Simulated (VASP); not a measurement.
Energy against volume of Hf (hcp). Level of theory: PW91 GGA, VASP's PBE PAW potentials (set 64) (plane waves; VASP). Run with 520 eV cut-off, 13×13×7 Γ-centred mesh, first-order Methfessel-Paxton smearing of 0.10 eV, potentials Hf_pv.

Shape and ions are relaxed at each volume.

| V (Å³/atom) | E (eV/atom) |
|---|---|
| 21.078 | -9.83790 |
| 21.751 | -9.86084 |
| 22.424 | -9.86814 |
| 23.096 | -9.86164 |

Question: Fit these four points and predict the energy of the run at 23.769 Å³/atom.

Answer: A cubic in V^(−2/3), the third-order Birch-Murnaghan form, passes through the four points with V0 = 22.43 Å³/atom and B0 = 109 GPa, and gives -9.8429 eV/atom there. The run gave -9.8430 eV/atom, -0.1 meV/atom from the fit; all five points give B0 = 109 GPa.

The compound is Hf in the hcp structure. It was relaxed first.
